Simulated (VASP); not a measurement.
Calculation: PBE GGA, VASP's PBE PAW potentials (set 64) (plane waves; VASP).

VASP ran on this input.

**POSCAR**
```
Al4P3Sb
1
    5.6873074556     0.0000000000     0.0000000000
    0.0000000000     5.6873074556     0.0000000000
    0.0000000000    -0.0000000000     5.6873074556
Al Sb P
4 1 3
Direct
  0.9865157980   0.9865157980   0.9865157980
  0.5134842020   0.5134842020   0.9865157980
  0.5134842020   0.9865157980   0.5134842020
  0.9865157980   0.5134842020   0.5134842020
  0.2500000000   0.2500000000   0.2500000000
  0.7500000000   0.7500000000   0.2500000000
  0.7500000000   0.2500000000   0.7500000000
  0.2500000000   0.7500000000   0.7500000000
```

File KPOINTS:
```
Automatic mesh
0
Gamma
4 4 4
0 0 0
```

### INCAR
```
# general
SYSTEM  = Al4P3Sb
PREC    = Accurate
ENCUT   = 400
LREAL   = .False.
LASPH   = .True.

# electronic loop
EDIFF   = 1E-6
NELM    = 100
ALGO    = Normal
LMAXMIX = 4

# smearing
ISMEAR  = 0
SIGMA   = 0.05

# functional
GGA     = PE

# output
LWAVE   = .False.
LCHARG  = .True.
```

POTCAR, in this order: Al Sb P (PBE.64 set). Program: vasp_std.

The run wrote:

OSZICAR:
```
       N       E                     dE             d eps       ncg     rms          rms(c)
DAV:   1     0.910556580125E+02    0.91056E+02   -0.98138E+03   420   0.967E+02
DAV:   2    -0.319353254746E+02   -0.12299E+03   -0.11748E+03   582   0.166E+02
DAV:   3    -0.397994562835E+02   -0.78641E+01   -0.78089E+01   544   0.442E+01
DAV:   4    -0.399429774380E+02   -0.14352E+00   -0.14324E+00   508   0.711E+00
DAV:   5    -0.399474316692E+02   -0.44542E-02   -0.44535E-02   566   0.121E+00    0.826E+00
DAV:   6    -0.389575830767E+02    0.98985E+00   -0.20157E+00   495   0.560E+00    0.537E+00
DAV:   7    -0.388300329294E+02    0.12755E+00   -0.72983E-01   495   0.350E+00    0.226E+00
DAV:   8    -0.388270278497E+02    0.30051E-02   -0.64011E-02   503   0.128E+00    0.332E-01
DAV:   9    -0.388284727758E+02   -0.14449E-02   -0.68811E-03   523   0.475E-01    0.154E-01
DAV:  10    -0.388290876524E+02   -0.61488E-03   -0.13302E-03   493   0.190E-01    0.363E-02
DAV:  11    -0.388291190871E+02   -0.31435E-04   -0.12950E-04   495   0.646E-02    0.319E-02
DAV:  12    -0.388291216795E+02   -0.25924E-05   -0.49538E-05   500   0.339E-02    0.143E-02
DAV:  13    -0.388291222916E+02   -0.61210E-06   -0.79180E-06   508   0.128E-02
   1 F= -.38829122E+02 E0= -.38829122E+02  d E =-.875546E-15
```

OUTCAR:
```
------------------------ aborting loop because EDIFF is reached ----------------------------------------
  FORCE on cell =-STRESS in cart. coord.  units (eV):
  Direction    XX          YY          ZZ          XY          YZ          ZX
  --------------------------------------------------------------------------------------
  Total       -0.1440029     -0.1440029     -0.1440029     -0.0000000     -0.0000000      0.0000000
  in kB       -1.2541853     -1.2541853     -1.2541853     -0.0000000     -0.0000000      0.0000000
  external PRESSURE =      -1.2541853 kB  Pullay stress =       0.0000000 kB
  volume of cell :      183.96
      direct lattice vectors                 reciprocal lattice vectors
     5.687307456  0.000000000  0.000000000     0.175830128  0.000000000  0.000000000
     0.000000000  5.687307456  0.000000000     0.000000000  0.175830128  0.000000000
     0.000000000  0.000000000  5.687307456     0.000000000  0.000000000  0.175830128
 POSITION                                       TOTAL-FORCE (eV/Angst)
 -----------------------------------------------------------------------------------
      5.61062      5.61062      5.61062         0.005581      0.005581      0.005581
      2.92034      2.92034      5.61062        -0.005581     -0.005581      0.005581
      2.92034      5.61062      2.92034        -0.005581      0.005581     -0.005581
      5.61062      2.92034      2.92034         0.005581     -0.005581     -0.005581
      1.42183      1.42183      1.42183        -0.000000     -0.000000     -0.000000
      4.26548      4.26548      1.42183        -0.000000      0.000000      0.000000
      4.26548      1.42183      4.26548        -0.000000      0.000000     -0.000000
      1.42183      4.26548      4.26548         0.000000     -0.000000     -0.000000
 -----------------------------------------------------------------------------------
    total drift:                               -0.000000     -0.000000      0.000000
  FREE ENERGIE OF THE ION-ELECTRON SYSTEM (eV)
  ---------------------------------------------------
  free  energy   TOTEN  =       -38.8291222916 eV

  energy  without entropy=      -38.8291222916  energy(sigma->0) =      -38.82912229
```
(Selected blocks of OUTCAR.)

The structure was generated: Al4P3Sb was put into an ordered model structure (P-43m), which need not be its known phase. It was relaxed first.
